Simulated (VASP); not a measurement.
Consider the following.

```xyz
4
Lattice="1.2750 -2.2084 0.0000 1.2750 2.2084 0.0000 0.0000 0.0000 4.2200" Properties=species:S:1:pos:R:3 pbc="T T T"
B      1.2750    -0.7361     2.1100
B      1.2750     0.7361     0.0000
N      1.2750    -0.7361     3.6925
N      1.2750     0.7361     1.5825
```

Calculation: G0W0 on PBE orbitals, VASP's PBE PAW potentials (set 64) (plane waves; VASP). Settings: PREC = Normal, 500 eV cut-off, 6×6×4 Γ-centred mesh, Gaussian smearing of 0.010 eV, potentials B_GW N_GW_new.

The mesh is coarse and the basis finite, so the quasiparticle values are not converged.

NBANDS = 192, ENCUTGW = 180 eV, NOMEGA = 64. The PBE levels (eV) that the step starts from are:

```csv
state,KS energy,filling
"k1 (0.00, 0.00, 0.00), band 5",6.67,2
"k1 (0.00, 0.00, 0.00), band 6",8.53,2
"k1 (0.00, 0.00, 0.00), band 7",8.77,2
"k1 (0.00, 0.00, 0.00), band 8",8.77,2
"k1 (0.00, 0.00, 0.00), band 9",17.14,0
"k1 (0.00, 0.00, 0.00), band 10",17.14,0
"k1 (0.00, 0.00, 0.00), band 11",17.32,0
"k1 (0.00, 0.00, 0.00), band 12",18.25,0
"k6 (0.33, 0.17, 0.00), band 5",1.74,2
"k6 (0.33, 0.17, 0.00), band 6",2.81,2
"k6 (0.33, 0.17, 0.00), band 7",4.87,2
"k6 (0.33, 0.17, 0.00), band 8",5.34,2
"k6 (0.33, 0.17, 0.00), band 9",15.46,0
"k6 (0.33, 0.17, 0.00), band 10",18.20,0
"k6 (0.33, 0.17, 0.00), band 11",20.26,0
"k6 (0.33, 0.17, 0.00), band 12",21.52,0
"k20 (0.33, 0.17, 0.50), band 5",3.24,2
"k20 (0.33, 0.17, 0.50), band 6",3.24,2
"k20 (0.33, 0.17, 0.50), band 7",5.51,2
"k20 (0.33, 0.17, 0.50), band 8",5.51,2
"k20 (0.33, 0.17, 0.50), band 9",16.88,0
"k20 (0.33, 0.17, 0.50), band 10",16.88,0
"k20 (0.33, 0.17, 0.50), band 11",19.87,0
"k20 (0.33, 0.17, 0.50), band 12",19.87,0
```

Q: Give the quasiparticle energies and renormalisation factors Z.

A: 
```json
[
 {"state": "k1 (0.00, 0.00, 0.00), band 5", "QP energy (eV)": "5.48", "Z": "0.82"},
 {"state": "k1 (0.00, 0.00, 0.00), band 6", "QP energy (eV)": "7.53", "Z": "0.82"},
 {"state": "k1 (0.00, 0.00, 0.00), band 7", "QP energy (eV)": "7.77", "Z": "0.82"},
 {"state": "k1 (0.00, 0.00, 0.00), band 8", "QP energy (eV)": "7.77", "Z": "0.82"},
 {"state": "k1 (0.00, 0.00, 0.00), band 9", "QP energy (eV)": "18.30", "Z": "0.83"},
 {"state": "k1 (0.00, 0.00, 0.00), band 10", "QP energy (eV)": "18.30", "Z": "0.83"},
 {"state": "k1 (0.00, 0.00, 0.00), band 11", "QP energy (eV)": "18.48", "Z": "0.83"},
 {"state": "k1 (0.00, 0.00, 0.00), band 12", "QP energy (eV)": "19.20", "Z": "0.82"},
 {"state": "k6 (0.33, 0.17, 0.00), band 5", "QP energy (eV)": "0.20", "Z": "0.79"},
 {"state": "k6 (0.33, 0.17, 0.00), band 6", "QP energy (eV)": "1.27", "Z": "0.80"},
 {"state": "k6 (0.33, 0.17, 0.00), band 7", "QP energy (eV)": "3.56", "Z": "0.81"},
 {"state": "k6 (0.33, 0.17, 0.00), band 8", "QP energy (eV)": "4.02", "Z": "0.81"},
 {"state": "k6 (0.33, 0.17, 0.00), band 9", "QP energy (eV)": "16.20", "Z": "0.84"},
 {"state": "k6 (0.33, 0.17, 0.00), band 10", "QP energy (eV)": "19.12", "Z": "0.83"},
 {"state": "k6 (0.33, 0.17, 0.00), band 11", "QP energy (eV)": "21.56", "Z": "0.82"},
 {"state": "k6 (0.33, 0.17, 0.00), band 12", "QP energy (eV)": "22.76", "Z": "0.80"},
 {"state": "k20 (0.33, 0.17, 0.50), band 5", "QP energy (eV)": "1.79", "Z": "0.80"},
 {"state": "k20 (0.33, 0.17, 0.50), band 6", "QP energy (eV)": "1.79", "Z": "0.80"},
 {"state": "k20 (0.33, 0.17, 0.50), band 7", "QP energy (eV)": "4.23", "Z": "0.81"},
 {"state": "k20 (0.33, 0.17, 0.50), band 8", "QP energy (eV)": "4.23", "Z": "0.81"},
 {"state": "k20 (0.33, 0.17, 0.50), band 9", "QP energy (eV)": "17.76", "Z": "0.83"},
 {"state": "k20 (0.33, 0.17, 0.50), band 10", "QP energy (eV)": "17.76", "Z": "0.83"},
 {"state": "k20 (0.33, 0.17, 0.50), band 11", "QP energy (eV)": "20.91", "Z": "0.82"},
 {"state": "k20 (0.33, 0.17, 0.50), band 12", "QP energy (eV)": "20.91", "Z": "0.82"}
]
```
On the mesh the gap opens from 5.22 to 6.82 eV.

The compound is BN in the wurtzite structure, a metastable high-pressure form. The cell was not relaxed at this level. The k-mesh is coarse (spacing up to 0.47 per Å, 2π included), so the numbers may not be converged in it.
